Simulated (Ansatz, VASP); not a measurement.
# AlH3 in two plane-wave programs

Wanted: the spread between two codes on one cell, functional and k mesh. The cell is generated by rule, not measured, and may not be a known phase. The cell is taken from a series of runs on this material, whose earlier steps may have relaxed, scaled, displaced or heated it; both programs get it as it stands.

Program: Ansatz 0.2.0. Level of theory: plane waves, with VASP 6.6.1 beside it; relaxation of cell and atoms at LDA. Results are calculated unless marked as measured.

The structure was built from a prototype and need not be the compound's stable phase.

### Step 1. The starting structure

Symmetry: Pm-3m, No. 221, cubic system. The conventional cell has a = 3.387 Å, b = 3.387 Å, c = 3.387 Å, α = 90.00°, β = 90.00°, γ = 90.00°. Al has 6 H at 1.69 Å nearest. H has 2 Al at 1.69 Å nearest. Farther neighbours are not listed.

### Step 2. VASP: relaxation of cell and atoms, LDA

The relaxed volume is the usual yardstick between codes: in a stiff, nearly cubic crystal its relative difference is about their pressure difference at one cell divided by the bulk modulus.

Lines of VASP's logs that name or quote its potential files are left out, and so is its time.

The input, INCAR:

```
SYSTEM = AlH3
PREC = Accurate
ENCUT = 500
EDIFF = 1E-07
NELM = 120
ISMEAR = 0
SIGMA = 0.01
LREAL = .FALSE.
ALGO = Normal
GGA = CA
NBANDS = 9
LORBIT = 11
LWAVE = .FALSE.
LCHARG = .FALSE.
ISIF = 3
IBRION = 2
NSW = 80
EDIFFG = -0.005
LASPH = .TRUE.
GGA_COMPAT = .FALSE.
NELMIN = 4
EFERMI = MIDGAP
KPAR = 2
```

The input, POSCAR:

```
AlH3
1.0
    3.3872550000      0.0000000000      0.0000000000
    0.0000000000      3.3872550000      0.0000000000
    0.0000000000      0.0000000000      3.3872550000
Al H
1 3
Direct
    0.0000000000      0.0000000000      0.0000000000
    0.4999998524      0.0000000000      0.0000000000
    0.0000000000      0.4999998524      0.0000000000
    0.0000000000      0.0000000000      0.4999998524
```

The input, KPOINTS:

```
Automatic mesh
0
Gamma
12 12 12
0 0 0
```

The projector-augmented-wave data sets are Al and H (LDA family, release 64).

The run is started by

```console
$ mpirun -np 2 vasp_std
```

Numbers of over 12 decimals in the logs are rounded to 6 here.

Log:

```text
[banner, memory and clock lines left out]
running    2 mpi-ranks, on    1 nodes
 distrk:  each k-point on    1 cores,    2 groups
 distr:  one band on    1 cores,    1 groups

 POSCAR found type information on POSCAR AlH
 POSCAR found :  2 types and       4 ions
 LDA part: xc-table for (Slater(with rela. corr.)+CA(PZ))
 , standard interpolation
 POSCAR, INCAR and KPOINTS ok, starting setup
 FFT: planning ... GRIDC
 FFT: planning ... GRID_SOFT
 FFT: planning ... GRID
 WAVECAR not read
 entering main loop
       N       E                     dE             d eps       ncg     rms          rms(c)
DAV:   1    -0.492992717976E+01   -0.49299E+01   -0.22475E+03  1528   0.469E+02
DAV:   2    -0.152076610517E+02   -0.10278E+02   -0.96130E+01  1939   0.630E+01
DAV:   3    -0.155264150447E+02   -0.31875E+00   -0.31849E+00  1881   0.116E+01
DAV:   4    -0.155279673202E+02   -0.15523E-02   -0.15522E-02  2011   0.861E-01
DAV:   5    -0.155279819318E+02   -0.14612E-04   -0.14611E-04  1876   0.689E-02    0.600E+00
DAV:   6    -0.148459790439E+02    0.68200E+00   -0.44227E-01  1569   0.317E+00    0.312E+00
DAV:   7    -0.145714187505E+02    0.27456E+00   -0.66306E-01  1602   0.412E+00    0.437E-01
DAV:   8    -0.145733381326E+02   -0.19194E-02   -0.10685E-02  1655   0.679E-01    0.177E-01
DAV:   9    -0.145732753442E+02    0.62788E-04   -0.12875E-03  1798   0.178E-01    0.712E-02
DAV:  10    -0.145732585465E+02    0.16798E-04   -0.15620E-04  1638   0.592E-02    0.666E-03
DAV:  11    -0.145732599915E+02   -0.14449E-05   -0.26612E-06  1770   0.115E-02    0.325E-03
DAV:  12    -0.145732600335E+02   -0.42023E-07   -0.20488E-07  1795   0.221E-03
   1 F= -.14573260E+02 E0= -.14573260E+02  d E =-.145733E+02
 curvature:   0.00 expect dE= 0.000E+00 dE for cont linesearch  0.000E+00
 trial: gam= 0.00000 g(F)=  0.000E+00 g(S)=  0.197E-04 ort = 0.000E+00 (trialstep = 0.100E+01)
 search vector abs. value=  0.197E-04
 bond charge predicted
       N       E                     dE             d eps       ncg     rms          rms(c)
DAV:   1    -0.145732750493E+02   -0.15058E-04   -0.57997E-05  1589   0.526E-02    0.669E-03
DAV:   2    -0.145732745272E+02    0.52208E-06   -0.62838E-07  1641   0.501E-03    0.257E-03
DAV:   3    -0.145732742178E+02    0.30938E-06   -0.27492E-07  1610   0.238E-03    0.835E-04
DAV:   4    -0.145732741921E+02    0.25734E-07   -0.33564E-08   793   0.903E-04
   2 F= -.14573274E+02 E0= -.14573274E+02  d E =-.141586E-04
 trial-energy change:   -0.000014  1 .order   -0.000014   -0.000020   -0.000009
 step:   1.8047(harm=  1.8047)  dis= 0.00000  next Energy=   -14.573278 (dE=-0.178E-04)
 reached required accuracy - stopping structural energy minimisation
```

OUTCAR, selected parts (step 2):

```text
ion  position               nearest neighbor table
   1  0.000  0.000  0.000-   2 1.69   3 1.69   4 1.69   4 1.69   3 1.69   2 1.69
   2  0.500  0.000  0.000-   1 1.69   1 1.69
   3  0.000  0.500  0.000-   1 1.69   1 1.69
   4  0.000  0.000  0.500-   1 1.69   1 1.69

  LATTYP: Found a simple cubic cell.
 ALAT       =     3.3872550000

 Subroutine GETGRP returns: Found 48 space group operations
 (whereof 48 operations were pure point group operations)

The static configuration has the point symmetry O_h .

 Found     84 irreducible k-points:

   k-points           NKPTS =     84   k-points in BZ     NKDIM =     84   number of bands    NBANDS=      9

   dimension x,y,z NGX =    28 NGY =   28 NGZ =   28
   dimension x,y,z NGXF=    56 NGYF=   56 NGZF=   56

   ENCUT  =  500.0 eV  36.75 Ry    6.06 a.u.   6.18  6.18  6.18*2*pi/ulx,y,z

   NELECT =       6.0000    total number of electrons

 k-points in reciprocal lattice and weights: Automatic mesh
   0.00000000  0.00000000  0.00000000       0.001
   0.08333333  0.00000000  0.00000000       0.003
   0.16666667  0.00000000  0.00000000       0.003
   0.25000000  0.00000000  0.00000000       0.003
   0.33333333  0.00000000  0.00000000       0.003
   0.41666667  0.00000000  0.00000000       0.003
   0.50000000  0.00000000  0.00000000       0.002
   0.08333333  0.08333333  0.00000000       0.007
   0.16666667  0.08333333  0.00000000       0.014
[...]
0.50000000  0.50000000  0.41666667       0.003
   0.50000000  0.50000000  0.50000000       0.001

 average (electrostatic) potential at core
       1 -76.8049       2 -34.3524       3 -34.3524       4 -34.3524

 E-fermi :   0.8466

 k-point     1 :       0.0000    0.0000    0.0000
  band No.  band energies     occupation
      1      -8.3958      2.00000
      2       0.2488      2.00000
      3       0.2488      2.00000
      4       5.8483      0.00000
      5       5.8483      0.00000
      6       5.8483      0.00000
      7      10.0563      0.00000
      8      17.5940      0.00000
    ...

 k-point     2 :       0.0833    0.0000    0.0000
  band No.  band energies     occupation
      1      -8.3202      2.00000
      2      -0.0798      2.00000
      3       0.2735      2.00000
      4       5.9146      0.00000
      5       5.9146      0.00000
      6       6.0458      0.00000
      7      10.3576      0.00000
      8      16.6023      0.00000
    ...

 k-point     3 :       0.1667    0.0000    0.0000
  band No.  band energies     occupation
      1      -8.0969      2.00000
      2      -0.8921      2.00000
      3       0.3409      2.00000
      4       6.1086      0.00000
      5       6.1086      0.00000
      6       6.5191      0.00000
      7      11.1624      0.00000
      8      15.0896      0.00000
    ...

  Total       -0.0104142     -0.0104142     -0.0104142     -0.0000000     -0.0000000      0.0000000
  in kB       -0.4296959     -0.4296959     -0.4296959     -0.0000000     -0.0000000      0.0000000
  external PRESSURE =      -0.4296959 kB  Pullay stress =       0.0000000 kB

  energy-cutoff  :      500.00
  volume of cell :       38.83
      direct lattice vectors                 reciprocal lattice vectors
     3.386300879 -0.000000000  0.000000000     0.295307486  0.000000000  0.000000000
    -0.000000000  3.386300879  0.000000000     0.000000000  0.295307486  0.000000000
    -0.000000000 -0.000000000  3.386300879    -0.000000000 -0.000000000  0.295307486

 POSITION                                       TOTAL-FORCE (eV/Angst)
 -----------------------------------------------------------------------------------
      0.00000      0.00000      0.00000         0.000000      0.000000      0.000000
      1.69315     -0.00000      0.00000         0.000000      0.000000      0.000000
     -0.00000      1.69315      0.00000        -0.000000      0.000000      0.000000
     -0.00000     -0.00000      1.69315        -0.000000     -0.000000      0.000000
 -----------------------------------------------------------------------------------
    total drift:                                0.000019      0.000019      0.000019

  FREE ENERGIE OF THE ION-ELECTRON SYSTEM (eV)
  ---------------------------------------------------
  free  energy   TOTEN  =       -14.5732741921 eV

  energy  without entropy=      -14.5732741921  energy(sigma->0) =      -14.57327419

 reached required accuracy - stopping structural energy minimisation

 total charge
# of ion       s       p       d       tot
------------------------------------------
    1        0.362   0.406   0.000   0.768
    2        0.592   0.005   0.000   0.597
    3        0.592   0.005   0.000   0.597
    4        0.592   0.005   0.000   0.597
--------------------------------------------------
tot          2.139   0.420   0.000   2.559

[... 3 further parts left out ...]
```

CONTCAR:

```
AlH3
   1.00000000000000
     3.3863008789539646   -0.0000000000000000    0.0000000000000000
    -0.0000000000000000    3.3863008789539646    0.0000000000000000
    -0.0000000000000000   -0.0000000000000000    3.3863008789539646
  Al              H
     1     3
Direct
     0.0000000000000000    0.0000000000000000    0.0000000000000000
     0.4999998524000020    0.0000000000000000    0.0000000000000000
     0.0000000000000000    0.4999998524000020    0.0000000000000000
     0.0000000000000000    0.0000000000000000    0.4999998524000020
```

### Step 3. Ansatz: relaxation of cell and atoms, LDA

Ansatz runs on its default PAW (the set named soft_2) files.

The same cell, functional (in two slightly different forms) and mesh now go to Ansatz, which takes its cutoff from its data sets.

The input, input.yaml:

```yaml
crystal:
  lattice:
    - [3.3872548932, 0.0, 0.0]
    - [0.0, 3.3872548932, 0.0]
    - [0.0, 0.0, 3.3872548932]
  atoms:
    - { symbol: Al, position: [0.0, 0.0, 0.0] }
    - { symbol: H, position: [0.5, 0.0, 0.0] }
    - { symbol: H, position: [0.0, 0.5, 0.0] }
    - { symbol: H, position: [0.0, 0.0, 0.5] }
kpoints:
  mp_grid: { grid: [12, 12, 12] }
hamiltonian:
  xc: lda
scf:
  occupations: { method: fixed }
output:
  forces: true
  stress: true
  eigenvalues: true
relax:
  adjacent_minimum: "off"
  f_tol: 0.001
  max_steps: 60
  cell: { stress_tol: 0.01 }
```

The run is started by

```console
$ ansatz run input.yaml --threads 2 --pin off --max-ram 5120MiB --backend cpu --events-out ev --progress --plain --runs-dir out
```

Log:

```text
Engine: ansatz 0.2.0, x86_64-unknown-linux-gnu
Pseudopotentials: kind: paw
Pseudopotential: Al, paw, valence charge 3, recommended cutoff 420 eV (normal), Al.paw.azcp
Pseudopotential: H, paw, valence charge 1, recommended cutoff 420 eV (normal), H.paw.azcp
Functional definition: SPW92
  exchange = slater_x
  correlation = pw_c
Crystal: 4 atoms, lattice volume = 38.864 Å³
Basis set: ecut = 420 eV, 751 PW (Γ)
Bands: 7, of which v1, the nominal top of the filled ones, is band 3 counted from 1 (2 counted from 0)
Symmetry: 48 space group operations
Space group: Pm-3m (ITA 221), of the structure as read, at distance tolerance 3.4e-5 Å
k-points: 84 of 1728
Non-local potential: Al, projectors of the file, l = 0: 2, l = 1: 2, l = 2: 1
Non-local potential: H, projectors of the file, l = 0: 2, l = 1: 1
PAW form: soft (Blöchl's): semilocal exchange-correlation on the pseudo side does not see the compensation charge
PAW frozen core: Al, regenerated for the run's functional, and the local potential with it (the file was generated under x = pbe(κ = 0.804, μ = 0.219515), c = pbe(β = 0.066725))
PAW one-centre angular grid: Al, 110 points (default); XC on 64 Gauss nodes
PAW one-centre angular grid: H, 110 points (default); XC on 64 Gauss nodes
Initial density: superposition of atomic densities (neutral atoms: chi_scale 0, normalization atom), corrected by the library's trained network
Initial wavefunctions: pseudopotential atomic-orbital guess
Functional: x = slater, c = lda
SCF iter   1: F=—  HF=-559.662446 eV  |F-HF|=—  |Δ(HF+E_count)|=         —  Δρ=1.25e-2  dr2=4.18e-2  ethr=1.77e-3  ⟨swp⟩=4.3  Hψ=4340  notcnv=0  defer=122
preconditioner: auto → none  [insulator: Δε(μ)=0.239 eV  Ē_g=10.765 eV  n_scr=6 (ndim 8)  ℏωp=14.6 eV  f_vac=0.012  ε∞_Penn≈2.8]
SCF iter   2: F=—  HF=-559.647190 eV  |F-HF|=—  |Δ(HF+E_count)|=   1.53e-2  Δρ=3.95e-3  dr2=4.22e-3  ethr=6.97e-4  ⟨swp⟩=1.6  Hψ=1307  notcnv=0  defer=44
SCF iter   3: F=—  HF=-559.645496 eV  |F-HF|=—  |Δ(HF+E_count)|=   1.69e-3  Δρ=1.77e-4  dr2=8.21e-6  ethr=7.03e-5  ⟨swp⟩=3.0  Hψ=986  notcnv=0  defer=123
SCF iter   4: F=—  HF=-559.645498 eV  |F-HF|=—  |Δ(HF+E_count)|=   2.26e-6  Δρ=4.43e-5  dr2=4.48e-7  ethr=1.37e-7  ⟨swp⟩=2.2  Hψ=840  notcnv=0  defer=15
iter 5 did not close the SCF: its close was put off for the readings that it lacked (scf_convergence_deferred on its scf_iter line)
SCF iter   5: F=-559.645498 eV  HF=-559.645498 eV  |F-HF|=4.46e-10  |Δ(HF+E_count)|=   1.14e-7  Δρ=3.42e-6  dr2=2.82e-9  ethr=7.47e-9  ⟨swp⟩=2.0  Hψ=840  notcnv=0  defer=14
SCF iter   6: F=-559.645498 eV  HF=-559.645498 eV  |F-HF|=2.16e-12  |Δ(HF+E_count)|=  1.16e-11  Δρ=1.40e-7  dr2=3.77e-12  ethr=4.70e-11  ⟨swp⟩=3.0  Hψ=3078  notcnv=0
SCF 1 converged in 6 iterations: F = -559.645498 eV  dr2 = 3.77e-12
  greatest PAW one-centre occupation: 0.398 electrons in one spin orbital (limit 2), on the Al atom at site 0 (counted from 0), in its partial waves of l = 0
relax step   1: F+E_penalty+E_count = -559.64549818 eV  Δ(F+E_penalty+E_count) = +0.000e0 eV  max|allowed force component| = 1.855e-30 eV/Å  Δτ_max = 0.0000 Å  P = -0.017 GPa  Ω = 38.864 Å³  (6 SCF iters, dr2 threshold 1.00e-7 eV, accepted)
[...]
relax step   2: F+E_penalty+E_count = -559.64550631 eV  Δ(F+E_penalty+E_count) = -8.131e-6 eV  max|allowed force component| = 4.227e-31 eV/Å  Δτ_max = 0.0000 Å  P = -0.005 GPa  Ω = 38.856 Å³  energy of the carried Pulay correction = +7.623e-6 eV  (3 SCF iters, dr2 threshold 7.28e-10 eV, accepted)
[...]
relax step   3: F+E_penalty+E_count = -559.64548962 eV  Δ(F+E_penalty+E_count) = +1.668e-5 eV  max|allowed force component| = 2.160e-31 eV/Å  Δτ_max = 0.0000 Å  P = -0.006 GPa  Ω = 38.856 Å³  stress off target by 5.67e-3 GPa  SCF on the basis re-selected at this cell (its energy is not comparable with the rows above)  (4 SCF iters)
basis re-selected at this cell: Δ(F+E_penalty+E_count) = +1.668e-5 eV, ΔP = -0.000 GPa vs the last step (what re-selecting the basis moved, of the pressure what is left beyond the Pulay correction that the steps carried, after the strain that the cell walked since its last selection, with what the two solves' SCF thresholds leave and, on support functions, any second-order correction that the steps lacked; it is no m [...]
SCF converged after 4 iterations
Free energy (F): -559.645490 eV
Harris-Foulkes:  -559.645490 eV  (|F-HF|=3.41e-13)
Internal energy: -559.645490 eV  (E = F + TS)
E sigma→0 (E₀):  -559.645490 eV
Fermi energy:    0.791422 eV
--- Per-component energies (eV) ---
  E_band       = -18.833885
  E_kinetic    = 65.558080
  E_local      = -62.471942  (includes V_loc(G=0)·N_el)
  E_nonlocal   = 14.712082
  E_hartree    = 16.651542
  E_xc         = -65.918627
  E_vxc        = -64.042263  (∫ρ·V_xc dr)
  E_paw        = -444.753332  (= ΣΔE_a)
  E_vpaw       = -5.888852  (= ΣTr[D̂ρ^β])
  E_aug_tail   = -0.004072  (compensation charges beyond the density's cutoff)
  E_ewald      = -83.474937
  E_core_change = 0.055717  (= ΣΔE_core)
  E_smearing   = -0.000000  (= −TS)
  E_closure    = 0.000000  (closes the sum)
  Σ components = -559.645490   (vs F -559.645490, Δ=0.00e0)
--- Forces (eV/Å), atoms counted from 1 ---
  atom   1  Al    -0.00000000    -0.00000000     0.00000000
  atom   2  H     -0.00000000     0.00000000    -0.00000000
  atom   3  H      0.00000000     0.00000000    -0.00000000
  atom   4  H      0.00000000    -0.00000000     0.00000000
  max |Σ_I F_I| component: 2.72e-31 eV/Å
--- Stress (GPa, compression-positive) ---
       -0.005668       0.000000       0.000000
        0.000000      -0.005668       0.000000
        0.000000       0.000000      -0.005668
  P = ⅓ Tr σ = -0.0057 GPa (-0.057 kbar)
--- Band table (eV; the first three rows and the last of 84) ---
  k-point 0: bands = ["-8.2275", "0.4056", "0.4056", "6.0174", "6.0174", "6.0174", "10.2165"]
  k-point 1: bands = ["-8.1520", "0.0785", "0.4297", "6.0835", "6.0835", "6.2114", "10.5180"]
  k-point 2: bands = ["-7.9288", "-0.7301", "0.4966", "6.2770", "6.2770", "6.6785", "11.3211"]
  k-point 83: bands = ["-2.4043", "-2.4043", "-2.4043", "1.2125", "6.1639", "6.1639", "6.1639"]
--- Relaxed structure (2 steps of the walk, 2 accepted, 1 SCFs on fresh bases) ---
  F+E_penalty+E_count = -559.64548962 eV   max|allowed force component| = 2.160e-31 eV/Å   (the final SCF, on the basis selected at the relaxed cell)
  cell:  # Å, volume = 38.8564 Å³
    - [3.387044, 0.0, 0.0]
    - [0.0, 3.387044, 0]
    - [0.0, 0, 3.387044]
  atoms:
    - { symbol: Al, position: [0, 0, 0] }
    - { symbol: H, position: [0.5, 0, 0] }
    - { symbol: H, position: [0, 0.5, 0] }
    - { symbol: H, position: [0, 0, 0.5] }
```

The column dr2 measures how far the density is from self-consistency, as an energy; F and HF (Harris–Foulkes) agree once it is small.

### Step 4. Comparison

Known differences besides the potentials themselves: the two LDA forms differ slightly; fixed occupations in Ansatz, narrow Gaussian smearing in VASP; the cutoff is 420 eV in Ansatz and 500 eV in VASP; VASP's log shows a relativistic correction to its local exchange, Ansatz's none; Ansatz adds a Pulay correction to the stress that steers its cell, VASP none. Total energies have different zeros and are not compared.

Both answers:

```
                                         quantity  Ansatz   VASP  difference
                                      volume (Å³)   38.86  38.83     +0.07 %
edge a after relaxation, in the typed setting (Å)   3.387  3.386     +0.02 %
```

### Step 5. Summary of results

- difference in volume (relaxation of cell and atoms, LDA): 0.066 %

In words: The difference in volume is 0.066 % (relaxation of cell and atoms, LDA), within the 1.2 % picked in this series as the mark of a large difference, as far as the stopping tolerances let one tell. How closely two codes agree says nothing of how well the functional describes the real material.

[Lines on the potential files, build, host, timing and source positions are cut from VASP's logs without a mark.]

[Logs are printed without paths, hosts, clocks, repeated set-up lines and the standing remarks that a program may print on its own settings, such as how far it seeks lower states.]

[Hosts, paths, dates, database ids (printed as entryN), source tags and the programs' standing remarks are cut or masked in the printed files.]
